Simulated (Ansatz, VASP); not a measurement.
## ScTlS3 in VASP and in Ansatz

File INCAR:

```
ALGO = Normal ; EDIFF = 1E-6
ENCUT = 520 ; GGA = CA
ISIF = 2 ; ISMEAR = 0
LASPH = True ; LCHARG = False
LREAL = False ; LWAVE = False
NBANDS = 29 ; NELM = 100
PREC = Accurate ; SIGMA = 0.05
```

KPOINTS

```
k-points
0
Gamma
  4 4 4
```

POSCAR

```
ScTlS3
1.0
    4.8815726428      0.0000000000      0.0000000000
    0.0000000000      4.8815726428      0.0000000000
    0.0000000000      0.0000000000      4.8815726428
Tl Sc S
1 1 3
Direct
    0.0000000000      0.0000000000      0.0000000000
    0.5000000000      0.5000000000      0.5000000000
    0.5000000000      0.5000000000      0.0000000000
    0.5000000000      0.0000000000      0.5000000000
    0.0000000000      0.5000000000      0.5000000000
```

Input for Ansatz:

```yaml
crystal:
  lattice:
    - [4.8815726428, 0.0, 0.0]
    - [0.0, 4.8815726428, 0.0]
    - [0.0, 0.0, 4.8815726428]
  atoms:
    - { symbol: Tl, position: [0.0, 0.0, 0.0] }
    - { symbol: Sc, position: [0.5, 0.5, 0.5] }
    - { symbol: S, position: [0.5, 0.5, 0.0] }
    - { symbol: S, position: [0.5, 0.0, 0.5] }
    - { symbol: S, position: [0.0, 0.5, 0.5] }
basis:
  ecutwfc: 420
kpoints:
  mp_grid: { grid: [4, 4, 4] }
hamiltonian:
  xc: lda
scf:
  occupations: { method: gaussian, width: 0.05 }
output:
  forces: true
  stress: true
  eigenvalues: true
```

The cell comes from a database or a generator and needn't be the stable form of this composition.

Alike in both runs: task single point; functional LDA; k mesh 4 × 4 × 4; occupations gaussian, width 0.05 eV; no spin polarisation.

|  | VASP | Ansatz |
| --- | --- | --- |
| version | VASP 6.6.1 | Ansatz 0.2.0 |
| potentials or method | VASP PAW LDA potentials, release 64 (Tl_d, Sc_sv, S) | scalar-relativistic, plane waves, PAW |
| plane-wave cutoff (eV) | 520 | 420 |
| valence electrons in the cell | 42 | 42 |

|  | VASP | Ansatz | Ansatz less VASP |
| --- | --- | --- | --- |
| gap on the k mesh at the Fermi level (eV) | none | none | - |
| pressure (GPa) | -0.1 | -0.2 | -0.12 |

A gap of «none» marks a metal or a gap that the smearing closes.

The runs have no spin-orbit coupling, so splittings on Tl are missing.
